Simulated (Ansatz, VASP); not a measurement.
# VBiO4 (Dreyerite) in two plane-wave programs

Aim: how closely do two programs agree when they are given the same cell, functional and k mesh? The cell is taken from a series of runs on this material, whose earlier steps may have relaxed, scaled, displaced or heated it; both programs get it as it stands.

Main program and level: Ansatz 0.2.0; plane waves, with VASP 6.6.1 beside it; G0W0 gap at r2SCAN.

## 1. The structure

It takes space group I4_1/amd (No. 141, tetragonal). Conventional cell: a = 7.303 Å, b = 7.303 Å, c = 6.584 Å, α = 90.00°, β = 90.00°, γ = 90.00°. Nearest to V lie 4 O at 1.72 Å. Nearest to Bi lie 8 O at 2.39 to 2.56 Å. Nearest to O lie 1 V at 1.72 Å and 2 Bi at 2.39 to 2.56 Å. Farther neighbours and most contacts between anions are not listed.

## 2. Ansatz: G0W0 gap, r2SCAN

Ansatz runs on its PAW soft_1 files.

Quasiparticle shifts depend on high empty states and on the cores, so they are the hardest test of two PAW sets.

Contents of input.yaml:

```yaml
crystal:
  lattice:
    - [-3.6515, 3.6515, 3.292]
    - [3.6515, -3.6515, 3.292]
    - [3.6515, 3.6515, -3.292]
  atoms:
    - { symbol: V, position: [0.5, 0.5, 0.0] }
    - { symbol: V, position: [0.25, 0.75, 0.5] }
    - { symbol: Bi, position: [0.75, 0.25, 0.5] }
    - { symbol: Bi, position: [0.0, 0.0, 0.0] }
    - { symbol: O, position: [0.152062534, 0.3328889632, 0.8191735708] }
    - { symbol: O, position: [0.0828889632, 0.7637153925, 0.6808264292] }
    - { symbol: O, position: [0.5137153925, 0.3328889632, 0.1808264292] }
    - { symbol: O, position: [0.0828889632, 0.402062534, 0.3191735708] }
    - { symbol: O, position: [0.597937466, 0.9171110368, 0.6808264292] }
    - { symbol: O, position: [0.6671110368, 0.847937466, 0.1808264292] }
    - { symbol: O, position: [0.2362846075, 0.9171110368, 0.3191735708] }
    - { symbol: O, position: [0.6671110368, 0.4862846075, 0.8191735708] }
kpoints:
  mp_grid: { grid: [2, 2, 2] }
hamiltonian:
  xc: r2scan
  pseudopotentials: { kind: paw, azcp: { folder: soft_1 } }
scf:
  occupations: { method: fixed }
gw:
  n_empty_bands: 447
  ecut_chi: 108
  qp_bands: [v4, c4]
  qp_kpoints: band_edges
  screening: { model: contour_deformation }
```

Launch:

```sh
$ ansatz run input.yaml --threads 3 --pin off --max-ram 92160MiB --backend cuda --events-out ev --progress --plain --runs-dir out --devices 1 --max-vram 13GiB
```

Numbers of over 12 decimals in the logs are rounded to 6 here.

What it wrote:

```text
GPUs: using 1 of 1 available (devices: 1).
Engine: ansatz 0.2.0, x86_64-unknown-linux-gnu
Pseudopotentials: kind: paw
Pseudopotential: V, paw, valence charge 13, recommended cutoff 500 eV (meta_gga), soft_1/V.paw.azcp
Pseudopotential: Bi, paw, valence charge 15, recommended cutoff 500 eV (meta_gga), soft_1/Bi.paw.azcp
Pseudopotential: O, paw, valence charge 6, recommended cutoff 500 eV (meta_gga), soft_1/O.paw.azcp
Functional definition: r2SCAN
  parameter k0 = 0.174
  parameter k1 = 0.065
  parameter a1 = 4.9479
  exchange = r2scan_x(k0 = k0, k1 = k1, a1 = a1)
  correlation = r2scan_c
concurrent solve slots: 2 of 3 are kept, ahead of what memory takes: no pass of the eigensolver takes more rounds on 2
device memory: the entry about to start is reckoned to put 2.7 GiB on a device that reports 30.7 GiB free (of which the cap on the GPU budget leaves the run 13.0 GiB)
GPU FFT provider: cuFFT
GPU libraries: cuBLAS 13.8.2, cuFFT 12.4.0, cuSOLVER 12.3.4
Crystal: 12 atoms, lattice volume = 175.575 Å³
Basis set: ecut = 500 eV, 4449 PW (Γ), exchange–correlation on 180×180×180 points (64 copies of the dense FFT grid, shifted against one another)
Bands: 64, of which v1, the nominal top of the filled ones, is band 52 counted from 1 (51 counted from 0)
Symmetry: 16 space group operations
Space group: I41/amd (ITA 141), of the structure as read, at distance tolerance 5.6e-5 Å
k-points: 4 of 8
Non-local potential: V, projectors of the file, l = 0: 3, l = 1: 2, l = 2: 3, l = 3: 1
Non-local potential: Bi, projectors of the file, l = 0: 2, l = 1: 2, l = 2: 2, l = 3: 1
Non-local potential: O, projectors of the file, l = 0: 2, l = 1: 2, l = 2: 1
PAW form: soft (Blöchl's): semilocal exchange-correlation on the pseudo side does not see the compensation charge
PAW frozen core: V, regenerated for the run's functional (the file was generated under x = pbe(κ = 0.804, μ = 0.219515), c = pbe(β = 0.066725))
PAW frozen core: Bi, regenerated for the run's functional (the file was generated under x = pbe(κ = 0.804, μ = 0.219515), c = pbe(β = 0.066725))
PAW frozen core: O, regenerated for the run's functional (the file was generated under x = pbe(κ = 0.804, μ = 0.219515), c = pbe(β = 0.066725))
PAW one-centre angular grid: V, 590 points (default); XC on 160 Gauss nodes
PAW one-centre angular grid: Bi, 590 points (default); XC on 160 Gauss nodes
PAW one-centre angular grid: O, 302 points (default); XC on 160 Gauss nodes
Initial density: superposition of atomic densities (chi_scale 0.1, normalization cell, long waves kept (reshape's long-wave potential 0.01 eV rms))
Initial wavefunctions: pseudopotential atomic-orbital guess
GPU buffer pool allocated for 91125 grid points (all kernels)
GPU transforms: local potential and band sums: pruned to the plane-wave sphere, on 45×45×45
Functional: x = r2scan, c = r2scan; τ floored in thin density (d = 2e-4 eV/Å³)
SCF iter   1: F=—  HF=-35215.676901 eV  |F-HF|=—  |Δ(HF+E_count)|=         —  Δρ=6.66e-2  dr2=1.36e1  dr2_τ=9.56e-1  ethr=3.10e-3  ⟨swp⟩=4.0  Hψ=801  notcnv=0  defer=33
preconditioner: auto → Resta (q_TF=auto, 2.500 Å⁻¹)  ε∞=4.4  [insulator: Δε(μ)=2.377 eV  Ē_g=14.208 eV  n_scr=46 (ndim 8)  ℏωp=26.3 eV  f_vac=0.026  ε∞_Penn≈4.4]
SCF iter   2: F=—  HF=-35214.098783 eV  |F-HF|=—  |Δ(HF+E_count)|=    1.58e0  Δρ=4.95e-2  dr2=4.13e0  dr2_τ=2.14e-1  ethr=3.10e-3  ⟨swp⟩=2.8  Hψ=466  notcnv=0  defer=32
SCF iter   3: F=—  HF=-35214.326631 eV  |F-HF|=—  |Δ(HF+E_count)|=   2.28e-1  Δρ=4.66e-2  dr2=4.55e0  dr2_τ=3.43e-1  ethr=3.10e-3  ⟨swp⟩=2.0  Hψ=521  notcnv=0  defer=25
SCF iter   4: F=—  HF=-35213.927268 eV  |F-HF|=—  |Δ(HF+E_count)|=   3.99e-1  Δρ=1.18e-2  dr2=1.53e-1  dr2_τ=1.22e-2  ethr=3.10e-3  ⟨swp⟩=2.0  Hψ=348  notcnv=0  defer=23
SCF iter   5: F=—  HF=-35213.962892 eV  |F-HF|=—  |Δ(HF+E_count)|=   3.56e-2  Δρ=2.32e-3  dr2=6.20e-3  dr2_τ=7.26e-4  ethr=1.47e-4  ⟨swp⟩=2.0  Hψ=419  notcnv=0  defer=29
SCF iter   6: F=—  HF=-35213.965983 eV  |F-HF|=—  |Δ(HF+E_count)|=   3.09e-3  Δρ=5.45e-4  dr2=6.03e-4  dr2_τ=2.91e-5  ethr=5.96e-6  ⟨swp⟩=2.0  Hψ=344  notcnv=0  defer=40
SCF iter   7: F=—  HF=-35213.966167 eV  |F-HF|=—  |Δ(HF+E_count)|=   1.84e-4  Δρ=2.70e-4  dr2=1.76e-4  dr2_τ=5.95e-6  ethr=5.80e-7  ⟨swp⟩=2.0  Hψ=335  notcnv=0  defer=40
SCF iter   8: F=—  HF=-35213.966160 eV  |F-HF|=—  |Δ(HF+E_count)|=   7.25e-6  Δρ=6.00e-5  dr2=9.08e-6  dr2_τ=1.02e-7  ethr=1.69e-7  ⟨swp⟩=1.8  Hψ=286  notcnv=0  defer=23
SCF iter   9: F=—  HF=-35213.966160 eV  |F-HF|=—  |Δ(HF+E_count)|=   3.63e-7  Δρ=7.55e-6  dr2=1.95e-7  dr2_τ=6.48e-9  ethr=8.73e-9  ⟨swp⟩=2.0  Hψ=311  notcnv=0  defer=23
SCF iter  10: F=-35213.966160 eV  HF=-35213.966160 eV  |F-HF|=9.52e-9  |Δ(HF+E_count)|=   6.30e-8  Δρ=2.65e-6  dr2=1.80e-8  dr2_τ=4.99e-10  ethr=9.62e-11  ⟨swp⟩=9.5  Hψ=870  notcnv=0
SCF 1 converged in 10 iterations: F = -35213.966160 eV  dr2 = 1.80e-8
  greatest PAW one-centre occupation: 1.000 electrons in one spin orbital (limit 2), on the V atom at site 1 (counted from 0), in its partial waves of l = 0
concurrent solve slots: 2 of 3 are kept, ahead of what memory takes: no pass of the eigensolver takes more rounds on 2
device memory: the entry about to start is reckoned to put 3.1 GiB on a device that reports 33.4 GiB free (of which the cap on the GPU budget leaves the run 13.0 GiB)
NSCF: frozen V_eff on 4 k-points
the band table was solved once the SCF had ended and its energy, with any forces and stress, was formed, with the checks that follow a solve (926 applications of the Hamiltonian). They found nothing against the state; the energy, forces and stress were not computed again (output.eigenvalues in the input reference)
concurrent solve slots: 2 of 3 are kept, ahead of what memory takes: no pass of the eigensolver takes more rounds on 2
device memory: the entry about to start is reckoned to put 2.5 GiB on a device that reports 33.5 GiB free (of which the cap on the GPU budget leaves the run 13.0 GiB)
NSCF: frozen V_eff on 4 k-points
G₀W₀ screening: q 1/4
[... further progress lines ...]
device memory: the entry about to start is reckoned to put 0.8 GiB on a device that reports 32.6 GiB free (of which the cap on the GPU budget leaves the run 13.0 GiB)
NSCF: frozen V_eff on 1 k-points
device memory: the entry about to start is reckoned to put 0.8 GiB on a device that reports 32.6 GiB free (of which the cap on the GPU budget leaves the run 13.0 GiB)
NSCF: frozen V_eff on 1 k-points
SCF converged after 10 iterations
Free energy (F): -35213.966160 eV
Harris-Foulkes:  -35213.966160 eV  (|F-HF|=9.52e-9)
Internal energy: -35213.966160 eV  (E = F + TS)
E sigma→0 (E₀):  -35213.966160 eV
Fermi energy:    5.923816 eV
--- Per-component energies (eV) ---
  E_band       = -981.834998
  E_kinetic    = 2434.325926
  E_local      = -8949.175498  (includes V_loc(G=0)·N_el)
  E_nonlocal   = 1387.730183
  E_hartree    = 3429.531847
  E_xc         = -1073.742211
  E_vxc        = -1427.810706  (∫ρ·V_xc dr)
  E_paw        = -24945.831856  (= ΣΔE_a)
  E_vpaw       = -1380.163047  (= ΣTr[D̂ρ^β])
  E_aug_tail   = 0.003532  (compensation charges beyond the density's cutoff)
  E_vtau       = 94.199136  (kinetic-family band-sum trace: ∫τ·v_τ [+ j·A + Jᵃ·Aᵃ] dr)
  E_ewald      = -7497.771717
  E_core_change = 0.963634  (= ΣΔE_core)
  E_smearing   = -0.000000  (= −TS)
  E_closure    = 0.000000  (closes the sum)
  Σ components = -35213.966160   (vs F -35213.966160, Δ=0.00e0)
--- Band table (eV) ---
  k-point 0: bands = [... 48 lower, 5.2528, 5.4221, 5.4221, 5.6500, 9.4635, 9.9989, 10.0320, 10.0450, ... 8 higher]
  k-point 1: bands = [... 48 lower, 5.3319, 5.3319, 5.5599, 5.5599, 9.6379, 9.6379, 9.9438, 9.9438, ... 8 higher]
  k-point 2: bands = [... 48 lower, 5.1046, 5.3458, 5.5009, 5.9238, 9.0913, 9.6107, 9.6833, 9.8533, ... 8 higher]
  k-point 3: bands = [... 48 lower, 5.1685, 5.1685, 5.3958, 5.3958, 9.8024, 9.8024, 9.9135, 9.9135, ... 8 higher]
--- G₀W₀: contour deformation, 6 samples at zero and on the imaginary axis and 1 off it, 8 q-points, 447 empty bands' worth ---
  eigenvalues of the whole cell's RPA ε∞ on this k-mesh (on a slab, of 1 + 4πα/V) = 4.5631, 4.5631, 5.9573; static W/v taken at q = 0 is 0.200052
  bands read: the sum over 499 bands ends inside a degenerate multiplet in 3 slots, whose members it reads at an even weight; the widest, k=0: bands 499 to 500 (counted from 1) at 1/2 each
  gw.qp_kpoints: band_edges: 4 of 4 stored k-points solved, in 1 pass; an edge of the gap read off the rows below is read off those points alone
    ik  band        ε_KS         Σx   Σc(E_QP)       V_xc       Z   E_QP_lin       E_QP  E_QP is
     0    49      5.2528   -25.3009     4.8224   -20.3863  0.7188     5.1606     5.1608  root
     0    50      5.4221   -25.5855     4.5730   -20.9905  0.7248     5.4000     5.4000  root
     0    51      5.4221   -25.5855     4.5730   -20.9905  0.7248     5.4000     5.4000  root
     0    52      5.6500   -25.6640     4.7338   -20.8807  0.7226     5.6006     5.6006  root
     0    53      9.4635   -15.7921    -6.2796   -23.4237  0.7195    10.8530    10.8155  root
     0    54      9.9989   -17.0520    -6.0635   -24.5624  0.7068    11.4938    11.4458  root
     0    55     10.0320   -16.8187    -6.1991   -24.4166  0.7075    11.4784    11.4308  root
     0    56     10.0450   -14.4967    -5.4556   -21.1214  0.7472    11.2379    11.2139  root
     1    49      5.3319   -25.3141     4.7543   -20.4785  0.7208     5.2505     5.2506  root
     1    50      5.3319   -25.3141     4.7543   -20.4785  0.7208     5.2505     5.2506  root
     1    51      5.5599   -24.9184     3.6541   -21.2586  0.7395     5.5541     5.5541  root
     1    52      5.5599   -24.9184     3.6541   -21.2586  0.7395     5.5541     5.5541  root
     1    53      9.6379   -16.1077    -5.8653   -23.3028  0.7226    11.0038    10.9677  root
     1    54      9.6379   -16.1077    -5.8653   -23.3028  0.7226    11.0038    10.9677  root
     1    55      9.9438   -16.7554    -6.2126   -24.3702  0.7097    11.3917    11.3460  root
     1    56      9.9438   -16.7554    -6.2126   -24.3702  0.7097    11.3917    11.3460  root
     2    49      5.1046   -24.9145     4.7778   -20.0085  0.7191     4.9762     4.9765  root
     2    50      5.3458   -25.1094     3.7138   -21.3881  0.7362     5.3382     5.3382  root
     2    51      5.5009   -25.5127     4.7565   -20.6881  0.7216     5.4327     5.4328  root
     2    52      5.9238   -24.7516     3.3730   -21.3711  0.7491     5.9163     5.9163  root
     2    53      9.0913   -15.1935    -6.1069   -22.5313  0.7350    10.3504    10.3222  root
     2    54      9.6107   -15.4597    -6.0620   -22.7746  0.7271    10.8961    10.8636  root
     2    55      9.6833   -16.1285    -6.0915   -23.5856  0.7181    11.0881    11.0489  root
     2    56      9.8533   -16.6067    -5.9744   -23.9854  0.7134    11.3002    11.2577  root
     3    49      5.1685   -25.3065     4.5994   -20.6559  0.7237     5.1173     5.1173  root
     3    50      5.1685   -25.3065     4.5994   -20.6559  0.7237     5.1173     5.1173  root
     3    51      5.3958   -24.6794     2.8283   -21.8484  0.7517     5.3930     5.3930  root
     3    52      5.3958   -24.6794     2.8283   -21.8484  0.7517     5.3930     5.3930  root
     3    53      9.8024   -15.9819    -5.7195   -22.9732  0.7262    11.1074    11.0742  root
     3    54      9.8024   -15.9819    -5.7195   -22.9732  0.7262    11.1074    11.0742  root
     3    55      9.9135   -14.3652    -5.0009   -20.4471  0.7659    11.0121    10.9944  root
     3    56      9.9135   -14.3652    -5.0009   -20.4471  0.7659    11.0121    10.9944  root
```

The column dr2 measures how far the density is from self-consistency, as an energy; F and HF (Harris–Foulkes) agree once it is small.

(Continued in part 2 of 2.)

[Lines on the potential files, build, host, timing and source positions are cut from VASP's logs without a mark.]

[Logs are printed without paths, hosts, clocks, repeated set-up lines and the standing remarks that a program may print on its own settings, such as how far it seeks lower states.]

[Hosts, paths, dates, database ids (printed as entryN), source tags and the programs' standing remarks are cut or masked in the printed files.]
